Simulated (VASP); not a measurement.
VASP input:

### POSCAR
```
Er
1.0
  3.4958700000   0.0000000000   0.0000000000
 -1.7479350000   3.0275120000   0.0000000000
  0.0000000000   0.0000000000  11.2479850000
Er
4
Direct
  0.0000000000   0.0000000000   0.0000000000
  0.0000000000   0.0000000000   0.5000000000
  0.3333330000   0.6666670000   0.2500000000
  0.6666670000   0.3333330000   0.7500000000
```

INCAR:
```
! general
SYSTEM  = Er
PREC    = Accurate
ENCUT   = 300
LREAL   = .FALSE.
LASPH   = .TRUE.

! electronic loop
EDIFF   = 1E-6
NELM    = 100
ALGO    = Normal
LMAXMIX = 6

! smearing
ISMEAR  = 0
SIGMA   = 0.2

! functional
GGA     = PE

! spin
ISPIN   = 2
MAGMOM  = 4*3.0

! ions
ISIF    = 2

! output
LWAVE   = .FALSE.
LCHARG  = .FALSE.
LORBIT  = 11
```

File KPOINTS:
```
Automatic mesh
0
Gamma
7 7 2
0.5 0.5 0.5
```

POTCAR, in this order: Er (PBE.64 set). Program: vasp_std.

### Question
Write an equivalent input for Ansatz.

### Answer
One equivalent input (not run):
Ansatz 0.2 input:
```yaml
crystal:
  lattice:
    - [3.4958700, 0.0000000, 0.0000000]
    - [-1.7479350, 3.0275120, 0.0000000]
    - [0.0000000, 0.0000000, 11.2479850]
  atoms:
    - { symbol: Er, position: [0.0000000, 0.0000000, 0.0000000], spin: 3 }
    - { symbol: Er, position: [0.0000000, 0.0000000, 0.5000000], spin: 3 }
    - { symbol: Er, position: [0.3333330, 0.6666670, 0.2500000], spin: 3 }
    - { symbol: Er, position: [0.6666670, 0.3333330, 0.7500000], spin: 3 }
kpoints:
  mp_grid: { grid: [7, 7, 2], shift: [0.5, 0.5, 0.5] }
hamiltonian:
  xc: pbe
  pseudopotentials: { kind: paw }
magnetization: { spin_polarized: true }
scf:
  occupations: { method: gaussian, width: 0.2 }
  max_iter: 100
output: { forces: true, stress: true, eigenvalues: true }
```
What does not carry over: each code has its own PAW files, so the cut-off isn't converted (ENCUT is set for VASP's; basis.ecutwfc is left out, and Ansatz then takes the one that its files recommend); Ansatz stops its SCF on the density residual and VASP on the energy change (EDIFF).

The structure was generated: Er was put into an ordered model structure, which need not be its known phase. The cell was not relaxed at this level. The run is one of a series of settings (KPOINTS 7×7×2 Γ-centred mesh shifted by (0.5, 0.5, 0.5) against the base run), some of them coarse on purpose.
